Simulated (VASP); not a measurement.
A run of VASP 6.6.1 is set up as follows.

File INCAR:

```
  PREC = Normal
  ENCUT = 520
  EDIFF = 1E-4
  ISMEAR = 0
  SIGMA = 0.15
  LREAL = False
  LASPH = True
  NELM = 60
  ALGO = Fast
  ISIF = 3
  LWAVE = False
  LCHARG = False
  GGA = PE
  IBRION = 2
  NSW = 24
  EDIFFG = -0.08
  KPAR = 2
```

File KPOINTS:

```
regular mesh
0
Gamma
  4 4 2
```

The input POSCAR:

```
Be2CdS3
1.0
    3.8588859600      0.0000000000      0.0000000000
   -1.9294429800      3.3418932700      0.0000000000
    0.0000000000      0.0000000000      8.4458075000
Be Cd S
2 1 3
Direct
    0.3333333300      0.6666666700      0.0000000000
    0.6666666700      0.3333333300      0.0000000000
    0.0000000000      0.0000000000      0.0000000000
    0.3333333300      0.6666666700      0.5000000000
    0.6666666700      0.3333333300      0.5000000000
    0.0000000000      0.0000000000      0.5000000000
```

Potentials or basis: VASP PAW PBE potentials, release 64 (Be, Cd, S).

Command:

```bash
$ cat potpaw_PBE.64/Be/POTCAR potpaw_PBE.64/Cd/POTCAR potpaw_PBE.64/S/POTCAR > POTCAR
$ mpirun -np 2 vasp_std > vasp.out
```

**Question.** Estimate the relaxed volume.

**Answer.** 16.35 Å³/atom.

**Question.** Predict the space group after relaxing (to 0.05 Å).

**Answer.** P6/mmm (No. 191).

**Question.** Estimate the relaxed cell.

**Answer.** a = 4.432 Å, b = 4.432 Å, c = 5.767 Å, α = 90.00°, β = 90.00°, γ = 120.00°.

Stress tensor (GPa, compression positive):
```
0.35 0.00 0.00
0.00 0.35 0.00
0.00 0.00 0.11
```

Caveat: the k mesh is coarse (spacing up to 0.47 Å⁻¹), so the values aren't converged.
